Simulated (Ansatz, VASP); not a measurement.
## SiO2 in two plane-wave programs

One calculation is typed for both programs; each brings its own data sets. How far apart do they land? The cell is taken from a series of runs on this material, whose earlier steps may have relaxed, scaled, displaced or heated it; both programs get it as it stands.

Method: plane waves, with VASP 6.6.1 beside it; LDA, in Ansatz 0.2.0.

## Step 1: The structure

Symmetry: P4_2/mnm, No. 136, tetragonal system. The conventional cell has a = 4.196 Å, b = 4.196 Å, c = 2.648 Å, α = 90.00°, β = 90.00°, γ = 90.00°. O has 3 Si at 1.75 to 1.82 Å nearest. Nearest to Si lie 6 O at 1.75 to 1.82 Å. Farther neighbours and most contacts between anions are not listed.

Structure file:

```
O Si
1.0
     4.19646    0.00000    0.00000
     0.00000    4.19646    0.00000
     0.00000    0.00000    2.64794
O Si
4 2
Direct
  0.69343 0.69343 0.00000
  0.19343 0.80657 0.50000
  0.30657 0.30657 0.00000
  0.80657 0.19343 0.50000
  0.50000 0.50000 0.50000
  0.00000 0.00000 0.00000
```

## Step 2: VASP: zone-centre phonons, LDA

Second derivatives magnify differences that forces hide, and they need a tight electronic threshold.

Lines of VASP's logs that name or quote its potential files are left out, and so is its time.

File INCAR:

```
SYSTEM = SiO2
PREC = Accurate
ENCUT = 600
EDIFF = 1E-08
NELM = 120
ISMEAR = 0
SIGMA = 0.01
LREAL = .FALSE.
ALGO = Normal
GGA = PW92
NBANDS = 22
LORBIT = 11
LWAVE = .FALSE.
LCHARG = .FALSE.
ISIF = 2
IBRION = 8
LEPSILON = .TRUE.
LASPH = .TRUE.
GGA_COMPAT = .FALSE.
EFERMI = MIDGAP
KPAR = 2
```

File POSCAR:

```
SiO2
1.0
    4.1964618875      0.0000000000      0.0000000000
    0.0000000000      4.1964618875      0.0000000000
    0.0000000000      0.0000000000      2.6479430752
O Si
4 2
Direct
    0.6934266815      0.6934266815      0.0000000000
    0.1934266815      0.8065733185      0.5000000000
    0.3065733185      0.3065733185      0.0000000000
    0.8065733185      0.1934266815      0.5000000000
    0.5000000000      0.5000000000      0.5000000000
    0.0000000000      0.0000000000      0.0000000000
```

File KPOINTS:

```
Automatic mesh
0
Gamma
8 8 8
0 0 0
```

Potentials, in the order of the species: O and Si (LDA family, release 64).

The run is started by

```console
$ mpirun -np 2 vasp_std
```

Numbers of over 12 decimals in the logs are rounded to 6 here.

What it wrote:

```text
[banner, memory and clock lines left out]
running    2 mpi-ranks, on    1 nodes
 distrk:  each k-point on    1 cores,    2 groups
 distr:  one band on    1 cores,    1 groups

 POSCAR found type information on POSCAR O Si
 POSCAR found :  2 types and       6 ions
|                                                                             |
|               ----> ADVICE to this user running VASP <----                  |
|                                                                             |
|     You enforced a specific xc type in the INCAR file but a different       |
|     [... a line on the potential file left out ...]
|     I HOPE YOU KNOW WHAT YOU ARE DOING!                                     |
|                                                                             |

 LDA part: xc-table for (Slater(with rela. corr.)+PW92), standard interpolation
 POSCAR, INCAR and KPOINTS ok, starting setup
 FFT: planning ... GRIDC
 FFT: planning ... GRID_SOFT
 FFT: planning ... GRID
 WAVECAR not read
 entering main loop
       N       E                     dE             d eps       ncg     rms          rms(c)
DAV:   1     0.161471164883E+03    0.16147E+03   -0.19597E+04  3316   0.157E+03
DAV:   2    -0.491378523021E+02   -0.21061E+03   -0.20155E+03  4300   0.325E+02
DAV:   3    -0.568752198034E+02   -0.77374E+01   -0.77084E+01  4188   0.620E+01
DAV:   4    -0.569335202175E+02   -0.58300E-01   -0.58269E-01  4086   0.622E+00
DAV:   5    -0.569340957554E+02   -0.57554E-03   -0.57548E-03  4122   0.590E-01    0.179E+01
DAV:   6    -0.521245997169E+02    0.48095E+01   -0.17000E+01  3936   0.279E+01    0.853E+00
DAV:   7    -0.520643862846E+02    0.60213E-01   -0.56177E-01  3906   0.488E+00    0.303E+00
DAV:   8    -0.520339764792E+02    0.30410E-01   -0.20439E-02  3972   0.138E+00    0.107E+00
DAV:   9    -0.520286747524E+02    0.53017E-02   -0.48504E-03  4026   0.643E-01    0.223E-01
DAV:  10    -0.520286871017E+02   -0.12349E-04   -0.26062E-04  4050   0.138E-01    0.574E-02
DAV:  11    -0.520286788517E+02    0.82500E-05   -0.30954E-05  4080   0.436E-02    0.199E-02
DAV:  12    -0.520286779961E+02    0.85559E-06   -0.49085E-06  3906   0.166E-02    0.673E-03
DAV:  13    -0.520286780201E+02   -0.24007E-07   -0.25235E-07  4050   0.398E-03    0.174E-03
DAV:  14    -0.520286780182E+02    0.19431E-08   -0.97848E-09  2604   0.772E-04
   1 F= -.52028678E+02 E0= -.52028678E+02  d E =0.000000E+00
 Linear response reoptimize wavefunctions to high precision
DAV:   1    -0.520286780177E+02    0.41564E-09   -0.98132E-10  2664   0.313E-04
DAV:   2    -0.520286780178E+02   -0.73669E-10   -0.18201E-10  2352   0.105E-04
 Linear response G [H, r] |phi>, progress :
  Direction:   1
       N       E                     dE             d eps       ncg     rms
RMM:   1    -0.138819379251E+03   -0.13882E+03    0.21962E+00  7506   0.986E+01
RMM:   2    -0.116376690640E+03    0.22443E+02   -0.91635E+00  5511   0.216E+01
RMM:   3    -0.116431074892E+03   -0.54384E-01   -0.93028E-02  5752   0.211E+00
RMM:   4    -0.116433596666E+03   -0.25218E-02   -0.77444E-05  6022   0.257E-01
RMM:   5    -0.116433770198E+03   -0.17353E-03    0.64520E-05  6077   0.384E-02
RMM:   6    -0.116433786777E+03   -0.16579E-04   -0.47394E-05  6171   0.856E-03
RMM:   7    -0.116433788892E+03   -0.21153E-05   -0.66843E-05  6143   0.455E-03
RMM:   8    -0.116433789579E+03   -0.68681E-06   -0.72324E-05  4991   0.397E-03
RMM:   9    -0.116433790082E+03   -0.50283E-06   -0.88611E-05  4137   0.390E-03
RMM:  10    -0.116433791010E+03   -0.92834E-06   -0.10202E-04  3927   0.389E-03
RMM:  11    -0.116433792559E+03   -0.15486E-05   -0.52894E-05  3920   0.389E-03
 Linear response G [H, r] |phi>, progress :
  Direction:   2
       N       E                     dE             d eps       ncg     rms
RMM:   1    -0.138717007238E+03   -0.13872E+03    0.45754E+01  7507   0.996E+01
RMM:   2    -0.113170457027E+03    0.25547E+02   -0.10430E+01  5565   0.232E+01
RMM:   3    -0.113246659304E+03   -0.76202E-01   -0.10076E-01  5779   0.223E+00
RMM:   4    -0.113249484595E+03   -0.28253E-02   -0.24414E-04  6055   0.279E-01
RMM:   5    -0.113249662688E+03   -0.17809E-03    0.10846E-04  6149   0.406E-02
RMM:   6    -0.113249678120E+03   -0.15432E-04    0.11040E-05  6213   0.895E-03
RMM:   7    -0.113249679714E+03   -0.15937E-05   -0.29771E-06  6153   0.475E-03
RMM:   8    -0.113249680746E+03   -0.10318E-05   -0.10435E-05  5041   0.415E-03
RMM:   9    -0.113249680599E+03    0.14644E-06   -0.66072E-06  4122   0.408E-03
RMM:  10    -0.113249681250E+03   -0.65101E-06    0.28788E-05  3936   0.408E-03
RMM:  11    -0.113249681459E+03   -0.20905E-06   -0.58334E-05  3931   0.407E-03
 Linear response G [H, r] |phi>, progress :
  Direction:   3
       N       E                     dE             d eps       ncg     rms
 LRF_COMMUTATOR internal error: the vector H(1)-e(1) S(1) |phi(0)> is not orthog
[...]
dielectric tensor                  component  3 :    -0.220    -0.174     3.668
 Linear response to external field, progress :
  Direction:   1
       N       E                     dE             d eps       ncg     rms          rms(c)
RMM:   1    -0.317565591824E+00   -0.31757E+00   -0.86088E-01 10127   0.289E+00
RMM:   2    -0.319928892190E+00   -0.23633E-02   -0.59336E-03  9312   0.437E-01    0.101E+00
[...]
RMM:   6    -0.343458668009E+00   -0.11483E-03   -0.20474E-06  6037   0.918E-03    0.532E-03
RMM:   7    -0.343519699880E+00   -0.61032E-04   -0.22461E-07  6031   0.280E-03    0.343E-04
RMM:   8    -0.343529094914E+00   -0.93950E-05    0.13624E-08  6097   0.571E-04    0.142E-04
RMM:   9    -0.343529651008E+00   -0.55609E-06   -0.19078E-08  5055   0.265E-04    0.132E-05
RMM:  10    -0.343529897413E+00   -0.24640E-06   -0.30615E-08  3052   0.167E-04    0.706E-06
 change of polarisation eV/A/(eV/A) component  3 :    -0.056    -0.044     0.648
 dielectric tensor                  component  3 :    -0.216    -0.170     3.516
 Linear response DOF=           4
 Linear response progress:
  Degree of freedom:   1/  4
       N       E                     dE             d eps       ncg     rms          rms(c)
RMM:   1    -0.377394385323E+00   -0.37739E+00    0.31264E-01 14048   0.382E+00
RMM:   2    -0.369098278482E+00    0.82961E-02   -0.92273E-03 12877   0.605E-01    0.235E-01
RMM:   3    -0.370114747003E+00   -0.10165E-02   -0.14855E-03 11955   0.220E-01    0.128E-01
RMM:   4    -0.371922487642E+00   -0.18077E-02   -0.10906E-03 12532   0.173E-01    0.351E-02
RMM:   5    -0.372049156816E+00   -0.12667E-03   -0.30791E-05 13405   0.350E-02    0.115E-02
RMM:   6    -0.372092284477E+00   -0.43128E-04   -0.88748E-07 13667   0.606E-03    0.278E-03
RMM:   7    -0.372099101499E+00   -0.68170E-05   -0.79866E-07 13578   0.256E-03    0.552E-04
RMM:   8    -0.372092924317E+00    0.61772E-05    0.10288E-07 13691   0.106E-03    0.221E-04
RMM:   9    -0.372094377333E+00   -0.14530E-05   -0.15257E-07 13833   0.338E-04    0.818E-05
RMM:  10    -0.372094076770E+00    0.30056E-06   -0.95920E-08 13790   0.228E-04    0.114E-05
RMM:  11    -0.372094091527E+00   -0.14757E-07   -0.12714E-07 13972   0.167E-04    0.417E-06
RMM:  12    -0.372094081446E+00    0.10081E-07   -0.13842E-07 13794   0.161E-04    0.116E-06
RMM:  13    -0.372094096545E+00   -0.15099E-07   -0.96215E-08 12026   0.158E-04    0.453E-07
RMM:  14    -0.372094095469E+00    0.10768E-08   -0.97204E-08  9955   0.157E-04    0.121E-07
 first order change of Fermi-energy  -0.17288E+00
 force on displaced ion       1 direction 1 : -21.935 -10.249   0.000
 Born effective charge ion    1 direction 1 :  -1.896  -0.561   0.000
 Linear response progress:
  Degree of freedom:   2/  4
       N       E                     dE             d eps       ncg     rms          rms(c)
RMM:   1    -0.353178052330E+00   -0.35318E+00    0.35627E-01 12119   0.384E+00
RMM:   2    -0.346728186596E+00    0.64499E-02   -0.80122E-03 11004   0.561E-01    0.236E-01
RMM:   3    -0.348033875282E+00   -0.13057E-02   -0.89262E-04  9857   0.190E-01    0.127E-01
RMM:   4    -0.350308783129E+00   -0.22749E-02   -0.90844E-04 10110   0.184E-01    0.229E-02
RMM:   5    -0.350213766033E+00    0.95017E-04   -0.36505E-05 11475   0.379E-02    0.288E-03
RMM:   6    -0.350259117049E+00   -0.45351E-04   -0.58207E-07 12008   0.537E-03    0.110E-03
RMM:   7    -0.350251341293E+00    0.77758E-05    0.45708E-08 11857   0.136E-03    0.160E-04
RMM:   8    -0.350252179582E+00   -0.83829E-06   -0.53381E-08 12083   0.289E-04    0.720E-05
RMM:   9    -0.350252320025E+00   -0.14044E-06   -0.57978E-08 12117   0.157E-04    0.945E-06
RMM:  10    -0.350252538157E+00   -0.21813E-06   -0.62016E-08 11339   0.128E-04    0.593E-06
RMM:  11    -0.350252517681E+00    0.20476E-07   -0.59651E-08 11465   0.118E-04    0.108E-06
RMM:  12    -0.350252515553E+00    0.21273E-08   -0.62269E-08  9070   0.116E-04    0.326E-07
 first order change of Fermi-energy   0.31382E-03
 force on displaced ion       1 direction 3 :  -0.003  -0.003 -20.240
 Born effective charge ion    1 direction 3 :  -0.000  -0.000  -2.009
 Linear response progress:
  Degree of freedom:   3/  4
       N       E                     dE             d eps       ncg     rms          rms(c)
RMM:   1    -0.330048755754E-01   -0.33005E-01    0.11839E-01 21908   0.190E+00
RMM:   2    -0.237995034915E-01    0.92054E-02   -0.44986E-03 12917   0.498E-01    0.163E-01
RMM:   3    -0.230640138276E-01    0.73549E-03   -0.46057E-04 13318   0.110E-01    0.103E-01
RMM:   4    -0.226067135247E-01    0.45730E-03   -0.38556E-04 13353   0.126E-01    0.195E-02
RMM:   5    -0.225892427196E-01    0.17471E-04    0.43941E-06 13469   0.235E-02    0.766E-03
RMM:   6    -0.225895710446E-01   -0.32833E-06    0.90206E-06 13218   0.781E-03    0.166E-03
RMM:   7    -0.225916494828E-01   -0.20784E-05    0.24044E-06 13594   0.113E-03    0.659E-04
RMM:   8    -0.225936863596E-01   -0.20369E-05   -0.14781E-08 13470   0.628E-04    0.731E-05
RMM:   9    -0.225937896424E-01   -0.10328E-06    0.15346E-09 13630   0.137E-04    0.314E-05
RMM:  10    -0.225938149216E-01   -0.25279E-07    0.21209E-08 13690   0.678E-05    0.808E-06
RMM:  11    -0.225938005802E-01    0.14341E-07    0.20974E-07 13846   0.490E-05    0.231E-06
RMM:  12    -0.225938064113E-01   -0.58311E-08    0.10628E-07 13285   0.446E-05    0.103E-06
RMM:  13    -0.225938155839E-01   -0.91726E-08    0.35329E-08 11483   0.422E-05    0.153E-07
 first order change of Fermi-energy  -0.73680E-05
 force on displaced ion       5 direction 1 : -31.304  -9.778   0.000
 Born effective charge ion    5 direction 1 :   3.792  -0.381   0.000
 Linear response progress:
  Degree of freedom:   4/  4
       N       E                     dE             d eps       ncg     rms          rms(c)
RMM:   1    -0.187560752333E-01   -0.18756E-01    0.36971E-02 10329   0.124E+00
RMM:   2    -0.163498914248E-01    0.24062E-02   -0.11363E-03  7685   0.227E-01    0.201E-01
RMM:   3    -0.162753272167E-01    0.74564E-04   -0.12440E-04  7913   0.659E-02    0.119E-01
RMM:   4    -0.163738230945E-01   -0.98496E-04   -0.16384E-04  7816   0.737E-02    0.915E-03
RMM:   5    -0.163442508088E-01    0.29572E-04   -0.36908E-06  7890   0.124E-02    0.206E-03
RMM:   6    -0.163431803406E-01    0.10705E-05    0.37270E-08  8134   0.117E-03    0.576E-04
RMM:   7    -0.163414254107E-01    0.17549E-05    0.59238E-08  8152   0.544E-04    0.116E-04
RMM:   8    -0.163411970599E-01    0.22835E-06    0.10989E-08  8183   0.123E-04    0.476E-05
RMM:   9    -0.163412470365E-01   -0.49977E-07    0.15950E-09  8303   0.554E-05    0.219E-06
RMM:  10    -0.163412426025E-01    0.44340E-08   -0.56038E-09  7493   0.404E-05    0.104E-06
 first order change of Fermi-energy   0.24900E-05
 force on displaced ion       5 direction 3 :   0.000   0.000 -24.583
 Born effective charge ion    5 direction 3 :   0.000   0.000   4.018
 Born effective charges drift removed
 Linear response finished
```

(Part 1 of 3 ends here.)

[Lines on the potential files, build, host, timing and source positions are cut from VASP's logs without a mark.]

[Logs are printed without paths, hosts, clocks, repeated set-up lines and the standing remarks that a program may print on its own settings, such as how far it seeks lower states.]

[Hosts, paths, dates, database ids (printed as entryN), source tags and the programs' standing remarks are cut or masked in the printed files.]
